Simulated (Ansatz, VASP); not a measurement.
## Ni2HgP2 in VASP and in Ansatz

```
P Hg Ni
1.0
     0.00000    4.07501    0.00000
     4.07501    0.00000    0.00000
     2.03750    2.03750   -4.43071
P Hg Ni
2 1 2
Direct
  0.37071 0.37071 0.25859
  0.62929 0.62929 0.74141
  0.00000 0.00000 0.00000
  0.75000 0.25000 0.50000
  0.25000 0.75000 0.50000
```

The cell was built by a generator and needn't be a form met in nature.

Alike in both runs: functional PBE; k mesh 5 × 5 × 5; no spin polarisation.

Ansatz relaxed the structure, and its values are those at the end. VASP's run is a single point on that final structure, the one shown.

|  | VASP | Ansatz |
| --- | --- | --- |
| version | VASP 6.6.1 | Ansatz 0.2.0 |
| potentials or method | VASP PAW PBE potentials, release 64 (P, Hg, Ni) | PAW plane waves |
| plane-wave cutoff (eV) | 520 | 420 |
| occupations | fermi-dirac, width 0.1 eV | fermi-dirac |
| valence electrons in the cell | 42 | 66 |

```tsv
	VASP	Ansatz	Ansatz less VASP
gap on the k mesh at the Fermi level (eV)	none	none	-
pressure (GPa)	0.2	0.0	-0.17
rms of the force components (eV/Å)	0.013	0.000	-0.0132
```

A gap of «none» marks a metal or a gap that the smearing closes. The two sets of potentials don't hold the same shells in valence.

Spin-orbit coupling is left out, which matters for the levels of Hg. Spin polarisation is off, so any magnetic state and its effect on volume and gap are missing.
